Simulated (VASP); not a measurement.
Calculation: PW91 GGA, VASP's PBE PAW potentials (set 64) (plane waves; VASP).

VASP input:

File KPOINTS:
```
Automatic mesh
0
Gamma
13 13 13
0 0 0
```

### INCAR
```
LCHARG = .TRUE.
GGA = 91
ISIF = 2   ! forces and stress, cell fixed
LWAVE = .FALSE.
ENCUT = 520   ! plane-wave cut-off (eV)
NELM = 100   ! most electronic steps
SYSTEM = Eu
LORBIT = 11
ALGO = Normal   ! blocked Davidson
ISMEAR = -5   ! tetrahedra, Bloechl
EDIFF = 1E-7
LREAL = .FALSE.   ! projection in real space or not
PREC = Accurate
LASPH = .TRUE.
LMAXMIX = 6   ! l cut-off of mixed one-centre charges
NEDOS = 601   ! DOS grid
```

POSCAR:
```
Eu
1.0
 -2.2081344954   2.2081344954   2.2081344954
  2.2081344954  -2.2081344954   2.2081344954
  2.2081344954   2.2081344954  -2.2081344954
Eu
1
Cartesian
  0.0000000000   0.0000000000   0.0000000000
```

POTCAR, in this order: Eu_2 (PBE.64 set). Program: vasp_std.

The 4f electrons are frozen in the core of the lanthanide potential, so 4f levels, which can set the real gap, and their magnetism are missing. For a metal the tetrahedron method with Blöchl corrections gives inexact stress and forces.

Estimate the energy per atom (σ→0), band gap (on the k-mesh).

The energy per atom (σ→0) comes out as -182.5 kJ/mol of atoms and the band gap (on the k-mesh) comes out as none (metal, semimetal or under 0.01 eV).

OSZICAR:
```
...
DAV:   7    -0.189100128216E+01   -0.87736E-02   -0.41008E-03  2104   0.641E-01    0.616E-02
DAV:   8    -0.189106289490E+01   -0.61613E-04   -0.18224E-04  2288   0.117E-01    0.177E-02
DAV:   9    -0.189107818145E+01   -0.15287E-04   -0.10686E-05  2072   0.280E-02    0.688E-03
DAV:  10    -0.189108166712E+01   -0.34857E-05   -0.29122E-06  2072   0.136E-02    0.121E-03
DAV:  11    -0.189108198063E+01   -0.31351E-06   -0.69701E-08  1288   0.243E-03    0.415E-04
DAV:  12    -0.189108225355E+01   -0.27292E-06   -0.74914E-09   968   0.101E-03    0.183E-04
DAV:  13    -0.189108223080E+01    0.22750E-07   -0.11767E-09   768   0.428E-04
   1 F= -.18910822E+01 E0= -.18910822E+01  d E =0.000000E+00
```

The compound is Eu in the bcc structure. It was relaxed first, which changed the volume by -10 %.
